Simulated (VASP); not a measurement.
Input of a VASP 6.6.1 run:

Contents of INCAR:

```
  PREC = Accurate
  ENCUT = 520
  EDIFF = 1E-6
  ISMEAR = 0
  SIGMA = 0.03
  LREAL = F
  LASPH = T
  NELM = 120
  ALGO = Normal
  ISIF = 3
  LWAVE = F
  LCHARG = F
  GGA = PE
  IBRION = 2
  NSW = 90
  EDIFFG = -0.01
  KPAR = 4
```

Contents of KPOINTS:

```
Automatic mesh
0
Gamma
  4 4 4
```

Contents of POSCAR:

```
ZnCd3Se3S
1.0
    4.2641159100      2.4618884700      3.4690000000
   -4.2641159100      2.4618884700      3.4690000000
    0.0000000000     -4.9237769400      3.4690000000
Zn Cd Se S
1 3 3 1
Direct
    0.9941385600      0.9941385600      0.9941385600
    0.5063256700      0.9934022700      0.5063256700
    0.9934022700      0.5063256700      0.5063256700
    0.5063256700      0.5063256700      0.9934022700
    0.2372799500      0.7623960000      0.2372799500
    0.7623960000      0.2372799500      0.2372799500
    0.2372799500      0.2372799500      0.7623960000
    0.7623714800      0.7623714800      0.7623714800
```

Potentials or basis: VASP PAW PBE potentials, release 64 (Zn, Cd, Se, S).

Command:

```sh
$ cat potpaw_PBE.64/Zn/POTCAR potpaw_PBE.64/Cd/POTCAR potpaw_PBE.64/Se/POTCAR potpaw_PBE.64/S/POTCAR > POTCAR
$ mpirun -np 4 vasp_std > vasp.out
```

Q: Predict the band gap on the k mesh.

A: 0.69 eV, direct.

Q: Estimate the relaxed volume.

A: 27.25 Å³/atom.

Q: Estimate the space group after relaxing (to 0.05 Å).

A: R3m (No. 160).

Q: Estimate the relaxed cell.

A: a = 6.018 Å, b = 6.018 Å, c = 6.018 Å, α = 90.19°, β = 90.19°, γ = 90.19°.

Step by step:
| step | energy change (eV) | largest force (eV/Å) | pressure (GPa) | volume (Å³) |
| --- | --- | --- | --- | --- |
| 1 | 0.0000 | 0.0664 | -0.10 | 218.50 |
| 2 | -0.0010 | 0.0465 | 0.01 | 217.94 |
| 3 | -0.0012 | 0.0319 | 0.10 | 217.55 |
| 4 | -0.0015 | 0.0144 | 0.02 | 217.95 |
| 5 | -0.0015 | 0.0195 | -0.01 | 218.05 |
| 6 | -0.0015 | 0.0182 | 0.00 | 218.03 |
| 7 | -0.0016 | 0.0161 | -0.01 | 218.06 |
| 8 | -0.0017 | 0.0123 | -0.03 | 218.15 |
| 9 | -0.0018 | 0.0148 | -0.07 | 218.34 |
| 10 | -0.0018 | 0.0138 | -0.05 | 218.28 |
| 11 | -0.0018 | 0.0137 | -0.05 | 218.21 |
| 12 | -0.0019 | 0.0131 | 0.01 | 218.02 |
| 13 | -0.0019 | 0.0128 | 0.01 | 217.95 |
| 14 | -0.0019 | 0.0125 | 0.05 | 217.81 |
| 15 | -0.0019 | 0.0128 | 0.03 | 217.91 |
| 16 | -0.0019 | 0.0103 | 0.02 | 217.93 |
| 17 | -0.0020 | 0.0037 | 0.01 | 217.99 |

As with any semilocal functional, this PBE gap is likely too small.
